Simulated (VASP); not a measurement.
Input:

```yaml
crystal:
  lattice:
    - [2.92924, 0.00000, 0.00000]
    - [-1.46462, 2.53680, 0.00000]
    - [0.00000, 0.00000, 16.35107]
  atoms:
    - { symbol: N, position: [0.00000, 0.00000, 0.50000] }
    - { symbol: Ta, position: [0.33333, 0.66667, 0.57189] }
    - { symbol: Ta, position: [0.66667, 0.33333, 0.42811] }
```

Method: LDA (Ceperley-Alder, Perdew-Zunger), VASP's LDA PAW potentials (set 64) (plane waves; VASP). Run with 400 eV cut-off, 10×10×1 Γ-centred mesh, Fermi-Dirac smearing of 0.10 eV, potentials N Ta_pv.

The cell holds a wide vacuum, so values per volume refer to the whole cell. Unless said otherwise, spin-orbit coupling is left out, though it shifts the bands of the heavy elements here.

Q: What does the run give for the energy per atom (σ→0), largest force, band gap (on the k-mesh) with the smallest direct gap where there is one?

A: 
| Quantity | Result |
|---|---|
| band gap (on the k-mesh) | none (metal, semimetal or under 0.01 eV) |
| energy per atom (σ→0) | -11.342 eV/atom |
| largest force | 1.330 eV/Å |

The absolute energy has meaning only against runs of the same code, potentials and settings.

The cell is a sheet with vacuum, built from a generated structure.
